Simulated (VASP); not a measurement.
The system is Zr2ZnN2.

```
Zr Zn N
1.0
     2.58554   -3.08066    0.00000
     2.58554    3.08066    0.00000
     0.00000    0.00000    4.56403
Zr Zn N
2 1 2
Direct
  0.00000 0.50000 0.50000
  0.50000 0.00000 0.50000
  0.50000 0.50000 0.00000
  0.50000 0.50000 0.50000
  0.00000 0.00000 0.00000
```

The cell was built by a generator and needn't be a form met in nature.

```yaml
Program: VASP 6.6.1
Task: relaxation of cell and atoms
Functional: PBE
Potentials_or_basis: VASP PAW PBE potentials, release 64 (Zr_sv, Zn, N)
Cutoff: 520 eV
k_mesh: 4 × 4 × 3
Occupations: gaussian, width 0.15 eV
Spin: no spin polarisation
```

At the start: pressure 20.8 GPa; volume 14.54 Å³/atom.

Q: How do energy, volume and symmetry change on relaxing?

A: Over 14 steps the energy falls by 514.7 meV/atom and the volume is 14.38 Å³/atom (-1.1 %); space group Cmmm (No. 65, to 0.05 Å).

The path:
```tsv
step	energy change (eV)	largest force (eV/Å)	pressure (GPa)	volume (Å³)
1	0.0000	0.0000	20.85	72.71
2	-0.7994	0.0000	-20.60	93.03
3	-1.4820	0.0000	-9.09	83.81
4	-2.2654	0.0000	-5.87	77.07
5	-2.5272	0.0000	-1.77	72.96
6	-1.2725	0.0000	23.48	64.43
7	-2.5403	0.0000	-1.27	72.31
8	-2.5349	0.0000	2.25	70.54
9	-2.5527	0.0000	0.22	71.54
10	-2.5516	0.0000	0.68	71.29
11	-2.5660	0.0000	0.44	71.44
12	-2.5662	0.0000	0.56	71.43
13	-2.5730	0.0000	-0.73	72.00
14	-2.5733	0.0000	-0.25	71.91
```

Final structure:
```
Zr Zn N
1.0
     2.84070   -3.47248    0.00000
     2.84070    3.47248    0.00000
     0.00000    0.00000    3.64481
Zr Zn N
2 1 2
Direct
  0.00000 0.50000 0.50000
  0.50000 0.00000 0.50000
  0.50000 0.50000 0.00000
  0.50000 0.50000 0.50000
  0.00000 0.00000 0.00000
```

Caveat: the k mesh is coarse (spacing up to 0.46 Å⁻¹), so the values aren't converged.
